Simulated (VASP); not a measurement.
A convergence study with VASP on TaCo3 (space group Pm-3m): one setting is varied, all else stays as given below, so the limit is that of these other settings. Each run relaxes cell and ions from the cell shown. The basis is that of the starting cell, so low cut-offs carry a Pulay error.

```xyz
4
Lattice="3.5398 0.0000 0.0000 0.0000 3.5398 0.0000 0.0000 0.0000 3.5398" Properties=species:S:1:pos:R:3 pbc="T T T"
Ta     0.0000     0.0000     0.0000
Co     0.0000     1.7699     1.7699
Co     1.7699     0.0000     1.7699
Co     1.7699     1.7699     0.0000
```

Method: PBEsol GGA, VASP's PBE PAW potentials (set 64) (plane waves; VASP). The tightest run used: 700 eV cut-off, 8×8×8 Γ-centred mesh, first-order Methfessel-Paxton smearing of 0.10 eV, potentials Ta_pv Co.

**Question.** The settings run are ENCUT = 200; ENCUT = 250; ENCUT = 300; ENCUT = 350; ENCUT = 400; ENCUT = 450; ENCUT = 500; ENCUT = 550; ENCUT = 600; ENCUT = 650; ENCUT = 700. From which on does the relaxed volume stay within 0.1 Å³/atom of the tightest run?…

**Answer.** From ENCUT = 300 on: it is off by 0.027 there and by no more than 0.1 in any finer run, while ENCUT = 250 is off by 0.376.
| setting | relaxed volume (Å³/atom) | E (eV/atom) | plane waves | difference judged (Å³/atom) |
|---|---|---|---|---|
| ENCUT = 200 | 10.052 | -9.1402 | 300 | 1.493 |
| ENCUT = 250 | 11.170 | -9.1867 | 432 | 0.376 |
| ENCUT = 300 | 11.519 | -9.2222 | 552 | 0.027 |
| ENCUT = 350 | 11.531 | -9.2192 | 691 | 0.014 |
| ENCUT = 400 | 11.527 | -9.2155 | 840 | 0.018 |
| ENCUT = 450 | 11.539 | -9.2152 | 972 | 0.007 |
| ENCUT = 500 | 11.545 | -9.2154 | 1141 | 0.000 |
| ENCUT = 550 | 11.545 | -9.2154 | 1328 | 0.000 |
| ENCUT = 600 | 11.543 | -9.2153 | 1498 | 0.002 |
| ENCUT = 650 | 11.544 | -9.2153 | 1743 | 0.002 |
| ENCUT = 700 | 11.545 | -9.2155 | 1888 | 0.000 |

Left out are rungs that failed or repeat a setting and relaxations that didn't move; long series are thinned to 24 rows.

The structure comes from a computed database's TaCo3 entry (Pm-3m); how it stands against other phases isn't given here.
